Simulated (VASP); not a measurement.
Level of theory: RPBE GGA, VASP's PBE PAW potentials (set 64) (plane waves; VASP 6.6.1).

The input files of a VASP run:

### POSCAR
```
Ni3Al
1
    3.6342368999     0.0000000000     0.0000000000
    0.0000000000     3.6342368999     0.0000000000
    0.0000000000     0.0000000000     3.6342368999
Al Ni
1 3
Direct
  0.0000000000   0.0000000000   0.0000000000
  0.0000000000   0.5000000000   0.5000000000
  0.5000000000   0.0000000000   0.5000000000
  0.5000000000   0.5000000000   0.0000000000
```

**INCAR**
```
# general
SYSTEM  = Ni3Al
PREC    = Accurate
ENCUT   = 520
LREAL   = .FALSE.
LASPH   = .TRUE.

# electronic loop
EDIFF   = 1E-7
NELM    = 100
ALGO    = Normal
LMAXMIX = 4

# smearing
ISMEAR  = 1
SIGMA   = 0.1

# functional
GGA     = RP

# spin
ISPIN   = 2
MAGMOM  = -0.0 3*0.3

# ions
ISIF    = 2

# output
LWAVE   = .FALSE.
LCHARG  = .FALSE.
LORBIT  = 10
```

### KPOINTS
```
Regular mesh
0
Gamma
9 9 9
```

POTCAR, in this order: Al Ni (PBE.64 set). Program: vasp_std.

Question: What does the run give for the energy per atom (σ→0), cell moment, pressure, band gap (on the k-mesh)?

Answer: 
The energy per atom (σ→0) is -5.007 eV/atom, the cell moment is 0.75 μB and the band gap (on the k-mesh) is none (metal, semimetal or under 0.01 eV). The pressure comes out as -4.58 GPa.

### OSZICAR
```
...
DAV:  11    -0.200297057253E+02    0.25536E-04   -0.31515E-04  3396   0.258E-01    0.139E-01
DAV:  12    -0.200296380610E+02    0.67664E-04   -0.14663E-04  3588   0.146E-01    0.362E-02
DAV:  13    -0.200296418625E+02   -0.38015E-05   -0.14685E-05  3160   0.603E-02    0.198E-02
DAV:  14    -0.200296406736E+02    0.11889E-05   -0.27886E-06  3700   0.236E-02    0.101E-02
DAV:  15    -0.200296399918E+02    0.68188E-06   -0.31925E-07  2452   0.855E-03    0.490E-03
DAV:  16    -0.200296397212E+02    0.27057E-06   -0.19281E-07  2224   0.522E-03    0.154E-03
DAV:  17    -0.200296396454E+02    0.75767E-07   -0.64180E-08  1576   0.303E-03
   1 F= -.20029640E+02 E0= -.20029344E+02  d E =-.885871E-03  mag=     0.7543
```

The compound is Ni3Al in the L1_2 structure. This cell is one point of a volume scan, at 1.03 of the reference volume.
